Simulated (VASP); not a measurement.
Given:

```xyz
1
Lattice="-1.5688 1.5688 1.5688 1.5688 -1.5688 1.5688 1.5688 1.5688 -1.5688" Properties=species:S:1:pos:R:3 pbc="T T T"
Mo     0.0000     0.0000     0.0000
```

Level of theory: vdW-DF-cx, VASP's PBE PAW potentials (set 64) (plane waves; VASP). Numerical set-up: 520 eV cut-off, 18×18×18 Γ-centred mesh, tetrahedra with Blöchl corrections, potentials Mo_sv.

Question: Estimate the energy per atom (σ→0), band gap (on the k-mesh) with the smallest direct gap where there is one.

Answer: 
| Quantity | Result |
|---|---|
| band gap (on the k-mesh) | none (metal, semimetal or under 0.01 eV) |
| energy per atom (σ→0) | -8.407 eV/atom |

The compound is Mo in the bcc structure. It was relaxed first.
